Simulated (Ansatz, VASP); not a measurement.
SnPb3O4: VASP beside Ansatz

The input INCAR:

```
SYSTEM = SnPb3O4
PREC = Accurate ; ENCUT = 520
EDIFF = 1E-6 ; ISMEAR = 0
SIGMA = 0.1 ; LREAL = .FALSE.
LASPH = .TRUE. ; NELM = 100
ALGO = Normal ; ISIF = 2
LWAVE = .FALSE. ; LCHARG = .FALSE.
GGA = PE ; NBANDS = 50
```

Contents of KPOINTS:

```
Automatic mesh
0
G
  4 4 2
  0 0 0
```

Contents of POSCAR:

```
SnPb3O4
1.0
    3.9630386300      0.0000000000      0.0000000000
    0.0000000000      3.9630386300      0.0000000000
    0.0000000000      0.0000000000     10.0152874100
Sn Pb O
1 3 4
Direct
    0.5000000000      0.5000000000      0.3824500000
    0.0000000000      0.0000000000      0.1175500000
    0.0000000000      0.0000000000      0.6175500000
    0.5000000000      0.5000000000      0.8824500000
    0.0000000000      0.5000000000      0.0000000000
    0.0000000000      0.5000000000      0.5000000000
    0.5000000000      0.0000000000      0.0000000000
    0.5000000000      0.0000000000      0.5000000000
```

Input for Ansatz:

```yaml
crystal:
  lattice:
    - [3.96303863, 0.0, 0.0]
    - [0.0, 3.96303863, 0.0]
    - [0.0, 0.0, 10.01528741]
  atoms:
    - { symbol: Sn, position: [0.5, 0.5, 0.38245] }
    - { symbol: Pb, position: [0.0, 0.0, 0.11755] }
    - { symbol: Pb, position: [0.0, 0.0, 0.61755] }
    - { symbol: Pb, position: [0.5, 0.5, 0.88245] }
    - { symbol: O, position: [0.0, 0.5, 0.0] }
    - { symbol: O, position: [0.0, 0.5, 0.5] }
    - { symbol: O, position: [0.5, 0.0, 0.0] }
    - { symbol: O, position: [0.5, 0.0, 0.5] }
basis:
  ecutwfc: 420
kpoints:
  mp_grid: { grid: [4, 4, 2] }
hamiltonian:
  xc: pbe
scf:
  occupations: { method: gaussian, width: 0.1 }
  lower_state_search: "off"
output:
  forces: true
  stress: true
  eigenvalues: true
```

Alike in both runs: task single point; functional PBE; k mesh 4 × 4 × 2; occupations gaussian, width 0.1 eV; no spin polarisation.

|  | VASP | Ansatz |
| --- | --- | --- |
| version | VASP 6.6.1 | Ansatz 0.2.0 |
| potentials or method | VASP PAW PBE potentials, release 64 (Sn_d, Pb_d, O) | scalar-relativistic, plane waves, PAW |
| plane-wave cutoff (eV) | 520 | 420 |
| valence electrons in the cell | 80 | 80 |

VASP gave:

```
gap on the k mesh at the Fermi level (eV)       : 1.06
least direct gap on the mesh (eV)               : 1.90
pressure (GPa)                                  : 3.2
largest component of the traceless stress (GPa) : 0.23
rms of the force components (eV/Å)              : 0.371
```

**Question.** Which values does Ansatz return?

**Answer.** gap on the k mesh at the Fermi level (eV): 1.05; least direct gap on the mesh (eV): 1.92; pressure (GPa): 3.2; largest component of the traceless stress (GPa): 0.22; rms of the force components (eV/Å): 0.367.

Atom by atom the forces differ by 0.020 eV/Å (rms over components).

Caveats: spin-orbit coupling is left out, which as a rule narrows the gap of such compounds by several tenths of an eV. A k mesh can miss the band edges. A hybrid or GW would open this gap; PBE tends to underestimate it.
